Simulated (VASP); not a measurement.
Calculation: r2SCAN meta-GGA, VASP's PBE PAW potentials (set 64) (plane waves; VASP).

The input files of a VASP run:

File POSCAR:
```
ErSi
1
    2.1077154156    -5.1951378301     0.0000000000
    2.1077154156     5.1951378301     0.0000000000
    0.0000000000     0.0000000000     3.8051707376
Er Si
2 2
Direct
  0.1400564476   0.8599435524   0.2500000000
  0.8599435524   0.1400564476   0.7500000000
  0.4228817087   0.5771182913   0.2500000000
  0.5771182913   0.4228817087   0.7500000000
```

### INCAR
```
! general
SYSTEM  = ErSi
PREC    = Accurate
ENCUT   = 400
LREAL   = F   ! projection in real space or not
LASPH   = T   ! aspherical one-centre terms

! electronic loop
EDIFF   = 1E-7
NELM    = 100   ! most electronic steps
ALGO    = Normal
LMAXMIX = 6   ! l cut-off of mixed one-centre charges
LMIXTAU = T

! smearing
ISMEAR  = -5

! functional
METAGGA = R2SCAN

! ions
ISIF    = 2

! output
LWAVE   = F
LCHARG  = F
LORBIT  = 11   ! lm-projected
NEDOS   = 601
```

KPOINTS_OPT:
```
k-points along high-symmetry lines
5
Line-mode
Reciprocal
  0.000000   0.000000   0.000000 ! GAMMA
 -0.500000   0.500000   0.000000 ! Y

 -0.500000   0.500000   0.000000 ! Y
 -0.291047   0.708953   0.000000 ! C_0

  0.291047   0.291047   0.000000 ! SIGMA_0
  0.000000   0.000000   0.000000 ! GAMMA

  0.000000   0.000000   0.000000 ! GAMMA
  0.000000   0.000000   0.500000 ! Z

  0.000000   0.000000   0.500000 ! Z
  0.291047   0.291047   0.500000 ! A_0

 -0.291047   0.708953   0.500000 ! E_0
 -0.500000   0.500000   0.500000 ! T

 -0.500000   0.500000   0.500000 ! T
 -0.500000   0.500000   0.000000 ! Y

  0.000000   0.000000   0.000000 ! GAMMA
  0.000000   0.500000   0.000000 ! S

  0.000000   0.500000   0.000000 ! S
  0.000000   0.500000   0.500000 ! R

  0.000000   0.500000   0.500000 ! R
  0.000000   0.000000   0.500000 ! Z

  0.000000   0.000000   0.500000 ! Z
 -0.500000   0.500000   0.500000 ! T
```

KPOINTS:
```
Automatic
0
Gamma
  9 9 9
```

POTCAR, in this order: Er_3 Si (PBE.64 set). Program: vasp_std.

The 4f electrons are frozen in the core of the lanthanide potential, so 4f levels, which can set the real gap, and their magnetism are missing.

Q: What does the run give for the energy per atom (σ→0), band gap (over mesh and band path)?

A: 
```json
{
 "energy per atom (σ→0)": "-22.235 eV/atom",
 "band gap (over mesh and band path)": "none (metal, semimetal or under 0.01 eV)"
}
```

File OSZICAR:
```
...
DAV:  19    -0.889386554506E+02    0.44463E-05   -0.16468E-06  6424   0.134E-02    0.233E-03
DAV:  20    -0.889386601199E+02   -0.46693E-05   -0.16828E-06  6746   0.112E-02    0.127E-03
DAV:  21    -0.889386599991E+02    0.12079E-06   -0.20656E-08  3183   0.260E-03    0.127E-03
DAV:  22    -0.889386603651E+02   -0.36606E-06   -0.72105E-09  2993   0.271E-03    0.642E-04
DAV:  23    -0.889386601696E+02    0.19550E-06   -0.11314E-08  3018   0.222E-03    0.212E-04
DAV:  24    -0.889386601719E+02   -0.23072E-08   -0.63173E-09  2826   0.201E-03
   1 F= -.88938660E+02 E0= -.88938660E+02  d E =0.000000E+00
       N       E                     dE             ncg
```

The structure comes from a computed database's ErSi entry (Cmcm); how it stands against other phases isn't given here. It was relaxed first.
